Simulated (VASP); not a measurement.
Here is the system:

```
CELL_PARAMETERS angstrom
      2.86528     0.00000     0.00000
      0.00000     2.86528     0.00000
      0.00000     0.00000     2.86528
ATOMIC_POSITIONS crystal
  Al 0.50000 0.50000 0.50000
  Co 0.00000 0.00000 0.00000
```

Level of theory: SCAN meta-GGA, VASP's PBE PAW potentials (set 64) (plane waves; VASP). Numerical set-up: 520 eV cut-off, 13×13×13 Γ-centred mesh, first-order Methfessel-Paxton smearing of 0.10 eV, potentials Al Co.

Give the stress tensor in GPa (positive for a compressed cell).

```
-10.63    0.00    0.00
  0.00  -10.63    0.00
  0.00    0.00  -10.63
```
The pressure is its mean diagonal, -10.63 GPa.

The compound is CoAl in the CsCl type structure. This cell is one point of a volume scan, at 1.06 of the reference volume. The run is not spin-polarised, so no magnetic state was tried.
